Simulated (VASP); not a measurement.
Energy against volume of CuZn (CsCl type). Calculation: PW91 GGA, VASP's PBE PAW potentials (set 64) (plane waves; VASP 6.6.1). Run with 520 eV cut-off, 12×12×12 Γ-centred mesh, first-order Methfessel-Paxton smearing of 0.10 eV, potentials Zn Cu.

| V (Å³/atom) | E (eV/atom) |
|---|---|
| 12.289 | -2.48223 |
| 12.681 | -2.49787 |
| 13.074 | -2.50338 |
| 13.466 | -2.50040 |

Problem. Fit these four points and predict the energy of the run at 13.858 Å³/atom.

Solution. A cubic in V^(−2/3), the third-order Birch-Murnaghan form, passes through the four points with V0 = 13.12 Å³/atom and B0 = 113 GPa, and gives -2.4903 eV/atom there. The run gave -2.4903 eV/atom, -0.0 meV/atom from the fit; all five points give B0 = 113 GPa.

The compound is CuZn in the CsCl type structure. It was relaxed first.
